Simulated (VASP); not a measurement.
Output of a VASP run:

OSZICAR:
```
       N       E                     dE             d eps       ncg     rms          rms(c)
DAV:   1     0.205842362107E+01    0.20584E+01   -0.51880E+03  1752   0.993E+02
DAV:   2    -0.177985722409E+02   -0.19857E+02   -0.19342E+02  2608   0.111E+02
DAV:   3    -0.179296798289E+02   -0.13111E+00   -0.13111E+00  1816   0.118E+01
DAV:   4    -0.179298412981E+02   -0.16147E-03   -0.16147E-03  2336   0.449E-01
DAV:   5    -0.179298413848E+02   -0.86664E-07   -0.86664E-07  1800   0.646E-03    0.555E+00
DAV:   6    -0.175153263218E+02    0.41452E+00   -0.30902E-01  1728   0.444E+00    0.337E+00
DAV:   7    -0.173781414426E+02    0.13718E+00   -0.34657E-01  2008   0.488E+00    0.723E-01
DAV:   8    -0.173801882246E+02   -0.20468E-02   -0.25509E-03  1808   0.560E-01    0.566E-02
DAV:   9    -0.173802288106E+02   -0.40586E-04   -0.23261E-04  2440   0.135E-01    0.306E-02
DAV:  10    -0.173802496133E+02   -0.20803E-04   -0.28382E-05  1688   0.621E-02    0.611E-03
DAV:  11    -0.173802494477E+02    0.16561E-06   -0.10839E-07  2408   0.375E-03    0.160E-03
DAV:  12    -0.173802494432E+02    0.45051E-08   -0.47761E-08  1504   0.272E-03
   1 F= -.17380249E+02 E0= -.17380249E+02  d E =0.000000E+00
```

**OUTCAR**
```
------------------------ aborting loop because EDIFF is reached ----------------------------------------
  FORCE on cell =-STRESS in cart. coord.  units (eV):
  Direction    XX          YY          ZZ          XY          YZ          ZX
  --------------------------------------------------------------------------------------
  Total       -0.0040308     -0.0040308     -0.0040308     -0.0000000      0.0000000      0.0000000
  in kB       -0.5601729     -0.5601729     -0.5601729     -0.0000000      0.0000000      0.0000000
  external PRESSURE =      -0.5601729 kB  Pullay stress =       0.0000000 kB
  volume of cell :       11.53
      direct lattice vectors                 reciprocal lattice vectors
     0.000000000  1.793015503  1.793015503    -0.278859831  0.278859831  0.278859831
     1.793015503  0.000000000  1.793015503     0.278859831 -0.278859831  0.278859831
     1.793015503  1.793015503  0.000000000     0.278859831  0.278859831 -0.278859831
 POSITION                                       TOTAL-FORCE (eV/Angst)
 -----------------------------------------------------------------------------------
      0.00000      0.00000      0.00000         0.000000      0.000000      0.000000
      0.89651      0.89651      0.89651        -0.000000     -0.000000     -0.000000
 -----------------------------------------------------------------------------------
    total drift:                                0.000000      0.000000      0.000000
  FREE ENERGIE OF THE ION-ELECTRON SYSTEM (eV)
  ---------------------------------------------------
  free  energy   TOTEN  =       -17.3802494432 eV

  energy  without entropy=      -17.3802494432  energy(sigma->0) =      -17.38024944

 total charge

# of ion       s       p       d       tot
------------------------------------------
    1        0.833   1.729   0.000   2.561
    2        0.833   1.729   0.000   2.561
--------------------------------------------------
tot          1.666   3.457   0.000   5.123
```
(Selected blocks of OUTCAR.)

**POSCAR**
```
C
1
    0.0000000000     1.7930155025     1.7930155025
    1.7930155025     0.0000000000     1.7930155025
    1.7930155025     1.7930155025    -0.0000000000
C
2
Direct
  0.0000000000   0.0000000000   0.0000000000
  0.2500000000   0.2500000000   0.2500000000
```

Question: Reconstruct the remaining input files.

Answer: This is not unique; one that fits is the input of the run itself, revPBE GGA, plane waves, VASP's PBE PAW potentials (set 64).

INCAR:
```
ISIF=2
LREAL=.FALSE.
LASPH=.TRUE.   # aspherical one-centre terms
NELM=100   # most electronic steps
ISMEAR=-5
LWAVE=.FALSE.
GGA=RE   # revPBE
NEDOS=601   # DOS grid
ALGO=Normal   # blocked Davidson
LCHARG=.TRUE.
SYSTEM=C
EDIFF=1E-7
ENCUT=520
LORBIT=11   # lm-projected
PREC=Accurate
```

### KPOINTS
```
Automatic mesh
0
Gamma
14 14 14
0 0 0
```

POTCAR, in this order: C (PBE.64 set). Program: vasp_std.

The compound is C in the diamond structure. It was relaxed first.
